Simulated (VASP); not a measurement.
All values below come from vdW-DF2, VASP's PBE PAW potentials (set 64) (plane waves; VASP).

VASP ran on this input.

### KPOINTS
```
K-points
0
G
  10 10 10
```

### INCAR
```
ZAB_VDW = -1.8867
NELM = 100   # most electronic steps
LWAVE = F
ISMEAR = 0   # Gaussian
LUSE_VDW = T
LMAXMIX = 4   # l cut-off of mixed one-centre charges
SYSTEM = GaN
PREC = Accurate
AGGAC = 0.0
LCHARG = F
ISIF = 2
GGA = ML
ENCUT = 520
LASPH = T
LREAL = F
SIGMA = 0.05   # width (eV)
EDIFF = 1E-7
ALGO = Normal   # blocked Davidson
```

File POSCAR:
```
GaN
1
    0.0000000000     2.2994286560     2.2994286560
    2.2994286560     0.0000000000     2.2994286560
    2.2994286560     2.2994286560     0.0000000000
Ga N
1 1
Direct
  0.0000000000   0.0000000000   0.0000000000
  0.2500000000   0.2500000000   0.2500000000
```

POTCAR, in this order: Ga_d N (PBE.64 set). Program: vasp_std.

What VASP printed:

OSZICAR:
```
       N       E                     dE             d eps       ncg     rms          rms(c)
DAV:   1     0.999576537773E+02    0.99958E+02   -0.99630E+03  1299   0.243E+03
DAV:   2    -0.935365757968E+00   -0.10089E+03   -0.94568E+02  1397   0.370E+02
DAV:   3    -0.919548490580E+01   -0.82601E+01   -0.82082E+01  1372   0.949E+01
DAV:   4    -0.934572283882E+01   -0.15024E+00   -0.15009E+00  1498   0.135E+01
DAV:   5    -0.934815846171E+01   -0.24356E-02   -0.24354E-02  1330   0.147E+00    0.908E+00
DAV:   6    -0.667217706574E+01    0.26760E+01   -0.91852E+00  1858   0.537E+01    0.279E+00
DAV:   7    -0.667469872177E+01   -0.25217E-02   -0.49824E-01  1232   0.114E+01    0.182E+00
DAV:   8    -0.667514344581E+01   -0.44472E-03   -0.15088E-01  1389   0.641E+00    0.116E+00
DAV:   9    -0.666491901439E+01    0.10224E-01   -0.33987E-02  1761   0.463E+00    0.346E-01
DAV:  10    -0.666553376385E+01   -0.61475E-03   -0.25096E-03  1230   0.720E-01    0.838E-02
DAV:  11    -0.666540701359E+01    0.12675E-03   -0.50615E-04  1880   0.606E-01    0.111E-02
DAV:  12    -0.666541350939E+01   -0.64958E-05   -0.48030E-05  1222   0.804E-02    0.490E-03
DAV:  13    -0.666541415773E+01   -0.64833E-06   -0.29168E-06  1271   0.194E-02    0.862E-03
DAV:  14    -0.666541408399E+01    0.73739E-07   -0.20450E-07  1171   0.501E-03
   1 F= -.66654141E+01 E0= -.66654141E+01  d E =-.100322E-18
```

OUTCAR:
```
------------------------ aborting loop because EDIFF is reached ----------------------------------------
  FORCE on cell =-STRESS in cart. coord.  units (eV):
  Direction    XX          YY          ZZ          XY          YZ          ZX
  --------------------------------------------------------------------------------------
  Total        0.7111950      0.7111950      0.7111950      0.0000000      0.0000000     -0.0000000
  in kB       46.8607776     46.8607776     46.8607776      0.0000000      0.0000000     -0.0000000
  external PRESSURE =      46.8607776 kB  Pullay stress =       0.0000000 kB
  volume of cell :       24.32
      direct lattice vectors                 reciprocal lattice vectors
     0.000000000  2.299428656  2.299428656    -0.217445320  0.217445320  0.217445320
     2.299428656  0.000000000  2.299428656     0.217445320 -0.217445320  0.217445320
     2.299428656  2.299428656  0.000000000     0.217445320  0.217445320 -0.217445320
  FREE ENERGIE OF THE ION-ELECTRON SYSTEM (eV)
  ---------------------------------------------------
  free  energy   TOTEN  =        -6.6654140840 eV

  energy  without entropy=       -6.6654140840  energy(sigma->0) =       -6.66541408
```
(Selected blocks of OUTCAR.)

The compound is GaN in the zinc blende structure, a metastable form; wurtzite is the usual one. This cell is one point of a volume scan, at 0.97 of the reference volume.
